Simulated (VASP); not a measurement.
# Ni3Pt: convergence with the smearing and plane-wave cutoff, part 2 of 4

How sensitive are energy, pressure and forces of Ni3Pt to the smearing and plane-wave cutoff? The atoms are off their equilibrium sites, so that forces can be compared too. The series runs use r2SCAN. The atoms of the start are displaced at random from the sites of a Pm-3m cell.

VASP 6.6.1; r2SCAN, spin-polarised from a ferromagnetic start; plane waves and PAW (Ni, Pt).

Still holding for the runs below: The magnetic state follows from one typed start and may not be the lowest. The k-mesh is coarse for a metal.

So far. Step 2 (Smearing: ISMEAR = 0, SIGMA = 0.01): The series starts at -21.9072 eV an atom and 0.32 GPa, after 41 cycles in 8.7 min. The entropy term T·S comes to 0.11 meV an atom in size. Step 3 (Smearing: ISMEAR = 0, SIGMA = 0.05): Against the run before the energy at zero width moves by -0.08 meV an atom and the pressure by +0.08 GPa, after 40 cycles in 8.2 min. The entropy term T·S comes to 2.46 meV an atom in size.

## (4) Smearing: ISMEAR = 0, SIGMA = 0.1

The input, INCAR:

```
SYSTEM = Ni3Pt
PREC = Accurate
ENCUT = 400
EDIFF = 1E-06
NELM = 100
ISMEAR = 0
SIGMA = 0.1
LREAL = .FALSE.
ALGO = Normal
METAGGA = R2SCAN
LASPH = .TRUE.
NBANDS = 30
ISPIN = 2
MAGMOM = 1 1 1 0
LMAXMIX = 4
LORBIT = 11
LWAVE = .FALSE.
LCHARG = .FALSE.
KPAR = 4
ISIF = 2
```

The input, POSCAR:

```
Ni3Pt
1.0
    3.6245667900      0.0000000000      0.0000000000
    0.0000000000      3.6245667900      0.0000000000
    0.0000000000      0.0000000000      3.6245667900
Ni Pt
3 1
Direct
    0.5090410000      0.0188420000      0.5175610000
    0.0095480000      0.5119620000      0.5065660000
    0.4985550000      0.5048410000     -0.0027350000
    0.0195020000     -0.0039100000      0.0122770000
```

The input, KPOINTS:

```
Automatic mesh
0
Gamma
7 7 7
0 0 0
```

The projector-augmented-wave data sets are Ni and Pt (PBE family, release 64).

Command:

```
> mpirun -np 4 vasp_std
```

Output:

```text
[... set-up lines as in an earlier step ...]
 entering main loop
       N       E                     dE             d eps       ncg     rms          rms(c)
DAV:   1     0.183748574013E+03    0.18375E+03   -0.15490E+04 21344   0.151E+03
DAV:   2    -0.805477305609E+02   -0.26430E+03   -0.24774E+03 20916   0.322E+02
DAV:   3    -0.974394957121E+02   -0.16892E+02   -0.16217E+02 22926   0.102E+02
DAV:   4    -0.977126708108E+02   -0.27318E+00   -0.27290E+00 23728   0.125E+01
[...]
DAV:  25    -0.876481550110E+02    0.68258E-04   -0.10219E-04 28782   0.101E-01    0.585E-02
DAV:  26    -0.876481748204E+02   -0.19809E-04   -0.90667E-06 22314   0.248E-02    0.590E-02
DAV:  27    -0.876481741160E+02    0.70441E-06   -0.28226E-06 10962   0.159E-02
   1 F= -.87648174E+02 E0= -.87632205E+02  d E =-.319384E-01  mag=     2.8101
```

It took 4.5 min on 4 MPI ranks of Intel Xeon Platinum 8559C (Emerald Rapids), shared host; peak memory 1.4 GiB; 18 min of CPU time.

OUTCAR, selected parts (step 4):

```text
  Total        0.0934292      0.2938615      0.1963566     -0.0766757     -0.0065081     -0.0768223
  in kB        3.1435822      9.8874653      6.6067479     -2.5798834     -0.2189746     -2.5848154
  external PRESSURE =       6.5459318 kB  Pullay stress =       0.0000000 kB

 POSITION                                       TOTAL-FORCE (eV/Angst)
 -----------------------------------------------------------------------------------
      1.84505      0.06829      1.87593         0.248657     -0.189656     -0.334299
      0.03461      1.85564      1.83608        -0.121400     -0.332320      0.051676
      1.80705      1.82983      3.61465         0.646290     -0.088530      0.290065
      0.07069      3.61039      0.04450        -0.773548      0.610505     -0.007441
 -----------------------------------------------------------------------------------
    total drift:                               -0.006494      0.001106      0.006890

  FREE ENERGIE OF THE ION-ELECTRON SYSTEM (eV)
  ---------------------------------------------------
  free  energy   TOTEN  =       -87.6481741160 eV

  energy  without entropy=      -87.6162357100  energy(sigma->0) =      -87.63220491

 magnetization (x)
# of ion       s       p       d       tot
------------------------------------------
    1       -0.006  -0.032   0.894   0.856
    2       -0.005  -0.032   0.894   0.857
    3       -0.006  -0.032   0.893   0.856
    4       -0.010  -0.059   0.388   0.319
--------------------------------------------------
tot         -0.027  -0.154   3.069   2.888

[... 2 parts as in an earlier step ...]

[... 1 further part left out ...]
[key lines of the parts left out:]
E-fermi :   9.9687
```

Against the run before the energy at zero width moves by -0.81 meV an atom and the pressure by +0.25 GPa, after 27 cycles in 4.5 min. The entropy term T·S comes to 7.98 meV an atom in size.

## (5) Smearing: ISMEAR = 0, SIGMA = 0.2

Changes to INCAR since step 4:

```diff
@@ -6,3 +6,3 @@
 ISMEAR = 0
-SIGMA = 0.1
+SIGMA = 0.2
 LREAL = .FALSE.
```

POSCAR is that of step 4.

KPOINTS is that of step 4.

Command:

```
> mpirun -np 4 vasp_std
```

Output:

```text
[... set-up lines as in an earlier step ...]
 entering main loop
       N       E                     dE             d eps       ncg     rms          rms(c)
DAV:   1     0.183733775738E+03    0.18373E+03   -0.15490E+04 21344   0.151E+03
DAV:   2    -0.805912646899E+02   -0.26433E+03   -0.24775E+03 20916   0.322E+02
DAV:   3    -0.974754917713E+02   -0.16884E+02   -0.16229E+02 22926   0.102E+02
DAV:   4    -0.977486104358E+02   -0.27312E+00   -0.27283E+00 23728   0.125E+01
[...]
DAV:  22    -0.876909295127E+02   -0.42520E-05   -0.43093E-05 25776   0.600E-02    0.439E-03
DAV:  23    -0.876909315785E+02   -0.20658E-05   -0.29453E-06 16388   0.151E-02    0.174E-03
DAV:  24    -0.876909314981E+02    0.80452E-07   -0.12150E-06 11070   0.140E-02
   1 F= -.87690931E+02 E0= -.87637422E+02  d E =-.107019E+00  mag=     2.8004
```

Elapsed: 3.9 min, on 4 MPI ranks; peak memory 1.3 GiB; 16 min of CPU time.

OUTCAR, selected parts (step 5):

```text
  Total        0.0808796      0.2693947      0.1745174     -0.0790800      0.0065841     -0.0690049
  in kB        2.7213295      9.0642390      5.8719325     -2.6607797      0.2215317     -2.3217844
  external PRESSURE =       5.8858337 kB  Pullay stress =       0.0000000 kB

 POSITION                                       TOTAL-FORCE (eV/Angst)
 -----------------------------------------------------------------------------------
      1.84505      0.06829      1.87593         0.248675     -0.197010     -0.340606
      0.03461      1.85564      1.83608        -0.125561     -0.327136      0.048180
      1.80705      1.82983      3.61465         0.646963     -0.081882      0.299032
      0.07069      3.61039      0.04450        -0.770077      0.606028     -0.006606
 -----------------------------------------------------------------------------------
    total drift:                               -0.004347      0.000638      0.006493

  FREE ENERGIE OF THE ION-ELECTRON SYSTEM (eV)
  ---------------------------------------------------
  free  energy   TOTEN  =       -87.6909314981 eV

  energy  without entropy=      -87.5839122361  energy(sigma->0) =      -87.63742187

 magnetization (x)
# of ion       s       p       d       tot
------------------------------------------
    1       -0.006  -0.031   0.888   0.852
    2       -0.005  -0.031   0.888   0.852
    3       -0.006  -0.031   0.889   0.852
    4       -0.010  -0.058   0.389   0.321
--------------------------------------------------
tot         -0.027  -0.151   3.054   2.876

[... 2 parts as in an earlier step ...]

[... 1 further part left out ...]
[key lines of the parts left out:]
E-fermi :   9.9583
```

Against the run before the energy at zero width moves by -1.30 meV an atom and the pressure by -0.07 GPa, after 24 cycles in 3.9 min. The entropy term T·S comes to 26.75 meV an atom in size.

## (6) Smearing: ISMEAR = 0, SIGMA = 0.5

Changes to INCAR since step 5:

```diff
@@ -6,3 +6,3 @@
 ISMEAR = 0
-SIGMA = 0.2
+SIGMA = 0.5
 LREAL = .FALSE.
```

POSCAR is that of step 5.

KPOINTS is that of step 5.

Command:

```
> mpirun -np 4 vasp_std
```

Output:

```text
[... set-up lines as in an earlier step ...]
 entering main loop
       N       E                     dE             d eps       ncg     rms          rms(c)
DAV:   1     0.183630104217E+03    0.18363E+03   -0.15490E+04 21344   0.151E+03
DAV:   2    -0.808716450677E+02   -0.26450E+03   -0.24779E+03 20916   0.322E+02
DAV:   3    -0.977633076654E+02   -0.16892E+02   -0.16257E+02 22926   0.102E+02
DAV:   4    -0.980361508991E+02   -0.27284E+00   -0.27256E+00 23728   0.125E+01
[...]
DAV:  15    -0.879485363799E+02    0.14839E-04   -0.37554E-04 22188   0.200E-01    0.627E-02
DAV:  16    -0.879485406037E+02   -0.42238E-05   -0.43655E-05 25432   0.948E-02    0.210E-02
DAV:  17    -0.879485401045E+02    0.49913E-06   -0.87416E-06 23492   0.443E-02
   1 F= -.87948540E+02 E0= -.87650089E+02  d E =-.596902E+00  mag=     2.6165
```

Wall time 2.9 min (4 MPI ranks); peak memory 1.3 GiB.

From OUTCAR (step 6):

```text
  Total        0.1650235      0.3325232      0.2414450     -0.0869756      0.0213110     -0.0351758
  in kB        5.5524926     11.1883039      8.1238245     -2.9264390      0.7170442     -1.1835505
  external PRESSURE =       8.2882070 kB  Pullay stress =       0.0000000 kB

 POSITION                                       TOTAL-FORCE (eV/Angst)
 -----------------------------------------------------------------------------------
      1.84505      0.06829      1.87593         0.246181     -0.200514     -0.341313
      0.03461      1.85564      1.83608        -0.126755     -0.317728      0.042370
      1.80705      1.82983      3.61465         0.639446     -0.076075      0.303619
      0.07069      3.61039      0.04450        -0.758872      0.594317     -0.004676
 -----------------------------------------------------------------------------------
    total drift:                               -0.004082     -0.000008      0.005339

  FREE ENERGIE OF THE ION-ELECTRON SYSTEM (eV)
  ---------------------------------------------------
  free  energy   TOTEN  =       -87.9485401045 eV

  energy  without entropy=      -87.3516377419  energy(sigma->0) =      -87.65008892

 magnetization (x)
# of ion       s       p       d       tot
------------------------------------------
    1       -0.005  -0.027   0.831   0.799
    2       -0.005  -0.027   0.830   0.798
    3       -0.005  -0.027   0.831   0.799
    4       -0.010  -0.052   0.351   0.289
--------------------------------------------------
tot         -0.026  -0.134   2.844   2.684

[... 2 parts as in an earlier step ...]

[... 1 further part left out ...]
[key lines of the parts left out:]
E-fermi :   9.9342
```

Against the run before the energy at zero width moves by -3.17 meV an atom and the pressure by +0.24 GPa, after 17 cycles in 2.9 min. The entropy term T·S comes to 149.23 meV an atom in size.

## (7) Smearing: ISMEAR = 1, SIGMA = 0.01

Changes to INCAR since step 6:

```diff
@@ -5,4 +5,4 @@
 NELM = 100
-ISMEAR = 0
-SIGMA = 0.5
+ISMEAR = 1
+SIGMA = 0.01
 LREAL = .FALSE.
```

POSCAR is that of step 6.

KPOINTS is that of step 6.

Command:

```
> mpirun -np 4 vasp_std
```

Output:

```text
[... set-up lines as in an earlier step ...]
 entering main loop
       N       E                     dE             d eps       ncg     rms          rms(c)
DAV:   1     0.183754145701E+03    0.18375E+03   -0.15490E+04 21344   0.151E+03
DAV:   2    -0.805321782603E+02   -0.26429E+03   -0.24774E+03 20916   0.322E+02
DAV:   3    -0.974302603222E+02   -0.16898E+02   -0.16210E+02 22926   0.102E+02
DAV:   4    -0.977034724551E+02   -0.27321E+00   -0.27293E+00 23728   0.125E+01
[...]
DAV:  50    -0.876286446704E+02   -0.10923E-05   -0.61640E-05 21554   0.717E-02    0.123E-02
DAV:  51    -0.876286495632E+02   -0.48927E-05   -0.83655E-06 18874   0.244E-02    0.123E-02
DAV:  52    -0.876286496726E+02   -0.10946E-06   -0.96990E-07 11298   0.116E-02
   1 F= -.87628650E+02 E0= -.87628656E+02  d E =0.177573E-04  mag=     2.7697
```

Wall time 8.5 min (4 MPI ranks); peak memory 1.4 GiB; 34 min of CPU time.

From OUTCAR (step 7):

```text
  Total        0.0216040      0.1842834      0.0963116     -0.0671238      0.0408686     -0.0095052
  in kB        0.7269031      6.2005242      3.2405644     -2.2584922      1.3750930     -0.3198196
  external PRESSURE =       3.3893306 kB  Pullay stress =       0.0000000 kB

 POSITION                                       TOTAL-FORCE (eV/Angst)
 -----------------------------------------------------------------------------------
      1.84505      0.06829      1.87593         0.260193     -0.189344     -0.335863
      0.03461      1.85564      1.83608        -0.132608     -0.334831      0.045660
      1.80705      1.82983      3.61465         0.666894     -0.089399      0.295205
      0.07069      3.61039      0.04450        -0.794479      0.613575     -0.005003
 -----------------------------------------------------------------------------------
    total drift:                               -0.004125      0.000863      0.006485

  FREE ENERGIE OF THE ION-ELECTRON SYSTEM (eV)
  ---------------------------------------------------
  free  energy   TOTEN  =       -87.6286496726 eV

  energy  without entropy=      -87.6286674299  energy(sigma->0) =      -87.62865559

 magnetization (x)
# of ion       s       p       d       tot
------------------------------------------
    1       -0.006  -0.033   0.883   0.845
    2       -0.006  -0.032   0.885   0.847
    3       -0.006  -0.033   0.885   0.847
    4       -0.010  -0.060   0.381   0.311
--------------------------------------------------
tot         -0.028  -0.157   3.035   2.849

[... 2 parts as in an earlier step ...]

[... 1 further part left out ...]
[key lines of the parts left out:]
E-fermi :   9.9782
```

Against the first of the series the energy at zero width stays within 0.01 meV an atom; the pressure moves by +0.02 GPa, after 52 cycles in 8.5 min. The entropy term T·S comes to 0.00 meV an atom in size.

## (8) Smearing: ISMEAR = 1, SIGMA = 0.05

Changes to INCAR since step 7:

```diff
@@ -6,3 +6,3 @@
 ISMEAR = 1
-SIGMA = 0.01
+SIGMA = 0.05
 LREAL = .FALSE.
```

POSCAR is that of step 7.

KPOINTS is that of step 7.

Command:

```
> mpirun -np 4 vasp_std
```

Output:

```text
[... set-up lines as in an earlier step ...]
 entering main loop
       N       E                     dE             d eps       ncg     rms          rms(c)
DAV:   1     0.183753898426E+03    0.18375E+03   -0.15490E+04 21344   0.151E+03
DAV:   2    -0.805323440980E+02   -0.26429E+03   -0.24773E+03 20916   0.322E+02
DAV:   3    -0.974302324442E+02   -0.16898E+02   -0.16213E+02 22926   0.102E+02
DAV:   4    -0.977034590881E+02   -0.27323E+00   -0.27295E+00 23728   0.125E+01
[...]
DAV:  41    -0.876301702958E+02    0.63120E-04   -0.47966E-05 30072   0.631E-02    0.114E-01
DAV:  42    -0.876301979028E+02   -0.27607E-04   -0.99698E-06 15202   0.345E-02    0.113E-01
DAV:  43    -0.876301979723E+02   -0.69498E-07   -0.18118E-06 10818   0.153E-02
   1 F= -.87630198E+02 E0= -.87629920E+02  d E =-.832684E-03  mag=     2.7626
```

Run time: 6.9 min. Hardware: 4 MPI ranks; peak memory 1.4 GiB; 27 min of CPU time.

Parts of OUTCAR (step 8):

```text
  Total       -0.0060427      0.2067577      0.1173011     -0.0291411     -0.0155829     -0.0370599
  in kB       -0.2033185      6.9567116      3.9467944     -0.9805010     -0.5243112     -1.2469428
  external PRESSURE =       3.5667292 kB  Pullay stress =       0.0000000 kB

 POSITION                                       TOTAL-FORCE (eV/Angst)
 -----------------------------------------------------------------------------------
      1.84505      0.06829      1.87593         0.246780     -0.173257     -0.334390
      0.03461      1.85564      1.83608        -0.117460     -0.341538      0.053560
      1.80705      1.82983      3.61465         0.653159     -0.108267      0.291737
      0.07069      3.61039      0.04450        -0.782479      0.623062     -0.010907
 -----------------------------------------------------------------------------------
    total drift:                               -0.009773     -0.001659      0.005677

  FREE ENERGIE OF THE ION-ELECTRON SYSTEM (eV)
  ---------------------------------------------------
  free  energy   TOTEN  =       -87.6301979723 eV

  energy  without entropy=      -87.6293652884  energy(sigma->0) =      -87.62992041

 magnetization (x)
# of ion       s       p       d       tot
------------------------------------------
    1       -0.006  -0.033   0.881   0.843
    2       -0.006  -0.033   0.884   0.845
    3       -0.006  -0.033   0.885   0.846
    4       -0.011  -0.060   0.380   0.309
--------------------------------------------------
tot         -0.029  -0.158   3.029   2.842

[... 2 parts as in an earlier step ...]

[... 1 further part left out ...]
[key lines of the parts left out:]
E-fermi :   9.9736
```

Against the run before the energy at zero width moves by -0.32 meV an atom and the pressure by +0.02 GPa, after 43 cycles in 6.9 min. The entropy term T·S comes to 0.21 meV an atom in size.

## (9) Smearing: ISMEAR = 1, SIGMA = 0.1

Changes to INCAR since step 8:

```diff
@@ -6,3 +6,3 @@
 ISMEAR = 1
-SIGMA = 0.05
+SIGMA = 0.1
 LREAL = .FALSE.
```

POSCAR is that of step 8.

KPOINTS is that of step 8.

Command:

```
> mpirun -np 4 vasp_std
```

Output:

```text
[... set-up lines as in an earlier step ...]
 entering main loop
       N       E                     dE             d eps       ncg     rms          rms(c)
DAV:   1     0.183753627625E+03    0.18375E+03   -0.15490E+04 21344   0.151E+03
DAV:   2    -0.805327543435E+02   -0.26429E+03   -0.24773E+03 20916   0.322E+02
DAV:   3    -0.974293012818E+02   -0.16897E+02   -0.16212E+02 22926   0.102E+02
DAV:   4    -0.977024964776E+02   -0.27320E+00   -0.27292E+00 23728   0.125E+01
[...]
DAV:  42    -0.876309926836E+02    0.15174E-05   -0.49355E-05 23226   0.648E-02    0.667E-03
DAV:  43    -0.876310016731E+02   -0.89895E-05   -0.22336E-05 16742   0.514E-02    0.621E-03
DAV:  44    -0.876310021253E+02   -0.45227E-06   -0.30394E-06 10620   0.158E-02
   1 F= -.87631002E+02 E0= -.87629282E+02  d E =-.515916E-02  mag=     2.7855
```

Run time: 7.3 min. Hardware: 4 MPI ranks; peak memory 1.4 GiB; 29 min of CPU time.

From OUTCAR (step 9):

```text
  Total        0.0399559      0.2424583      0.1340157     -0.0381883      0.0701465      0.0240203
  in kB        1.3443847      8.1579171      4.5091833     -1.2849090      2.3601968      0.8082046
  external PRESSURE =       4.6704950 kB  Pullay stress =       0.0000000 kB

 POSITION                                       TOTAL-FORCE (eV/Angst)
 -----------------------------------------------------------------------------------
      1.84505      0.06829      1.87593         0.256877     -0.198563     -0.353661
      0.03461      1.85564      1.83608        -0.134344     -0.331095      0.043780
      1.80705      1.82983      3.61465         0.662883     -0.078718      0.310887
      0.07069      3.61039      0.04450        -0.785417      0.608376     -0.001006
 -----------------------------------------------------------------------------------
    total drift:                               -0.004272      0.000926      0.006442

  FREE ENERGIE OF THE ION-ELECTRON SYSTEM (eV)
  ---------------------------------------------------
  free  energy   TOTEN  =       -87.6310021253 eV

  energy  without entropy=      -87.6258429642  energy(sigma->0) =      -87.62928240

 magnetization (x)
# of ion       s       p       d       tot
------------------------------------------
    1       -0.006  -0.032   0.889   0.851
    2       -0.006  -0.032   0.889   0.851
    3       -0.006  -0.032   0.889   0.851
    4       -0.011  -0.060   0.383   0.312
--------------------------------------------------
tot         -0.028  -0.157   3.049   2.864

[... 2 parts as in an earlier step ...]

[... 1 further part left out ...]
[key lines of the parts left out:]
E-fermi :   9.9760
```

Against the run before the energy at zero width moves by +0.16 meV an atom and the pressure by +0.11 GPa, after 44 cycles in 7.3 min. The entropy term T·S comes to 1.29 meV an atom in size.

(Continued in part 3 of 4.)

[Lines on the potential files, build, host, timing and source positions are cut from VASP's logs without a mark.]

[Logs are printed without paths, hosts, clocks, repeated set-up lines and the standing remarks that a program may print on its own settings, such as how far it seeks lower states.]

[Hosts, paths, dates, database ids (printed as entryN), source tags and the programs' standing remarks are cut or masked in the printed files.]

[A measured line is paired with the nearest computed mode of its activity, which favours agreement.]
